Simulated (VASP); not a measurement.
Input:

```
Si
1.0
    0.00000     2.71787     2.71787
    2.71787     0.00000     2.71787
    2.71787     2.71787     0.00000
Si
2
Direct
  0.00000   0.00000   0.00000
  0.25000   0.25000   0.25000
```

Computed with PBEsol GGA, VASP's PBE PAW potentials (set 64) (plane waves; VASP). Run with 520 eV cut-off, 8×8×8 Γ-centred mesh, Gaussian smearing of 0.050 eV, potentials Si.

What does the run give for the energy per atom (σ→0)?

```json
{
 "energy per atom (σ→0)": "-5.745 eV/atom"
}
```

Total energies compare only between runs with the same potentials, cut-off and functional.

The compound is Si in the diamond structure. It was relaxed first.
